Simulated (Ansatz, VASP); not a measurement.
## Two plane-wave programs on CsSi2

```
Cs Si
1.0
     6.37157    0.00000    0.00000
    -3.18578    5.51794    0.00000
     0.00000    0.00000    4.47866
Cs Si
1 2
Direct
  0.00000 0.00000 0.00000
  0.66667 0.33333 0.25039
  0.66667 0.33333 0.74961
```

The cell was built by a generator and needn't be a form met in nature.

Alike in both runs: task relaxation of cell and atoms; functional revPBE; k mesh 5 × 5 × 6; occupations fermi-dirac, width 0.05 eV; no spin polarisation.

|  | VASP | Ansatz |
| --- | --- | --- |
| version | VASP 6.6.1 | Ansatz 0.2.0 |
| potentials or method | VASP PAW PBE potentials, release 64 (Cs_sv, Si) | Ansatz PAW |
| plane-wave cutoff (eV) | 600 | 420 |
| valence electrons in the cell | 17 | 17 |

Ansatz gave:

| Quantity | Value |
| --- | --- |
| gap on the k mesh at the Fermi level, each at its own relaxed structure (eV) | none |
| relaxed volume (Å³/atom) | 53.74 |
| relaxed cell length with the largest relative difference (Å) | 4.384 |
| energy change over the relaxation (meV/atom) | -11 |

Question: Which values does VASP return?

Answer: gap on the k mesh at the Fermi level, each at its own relaxed structure (eV): none; relaxed volume (Å³/atom): 53.72; relaxed cell length with the largest relative difference (Å): 4.381; energy change over the relaxation (meV/atom): -12.

A gap of «none» marks a metal or a gap that the smearing closes.

Caveats: the PAW data sets were made with another functional, which shifts forces and pressure a little (VASP); the plane-wave basis is chosen anew once the cell has moved, so the energies of steps on either side of that aren't comparable (Ansatz); the PAW data sets come from PBE, with cores solved anew for the run's functional, which leaves a small shift of forces and pressure (Ansatz). Spin-orbit coupling is left out, which matters for the levels of Cs.
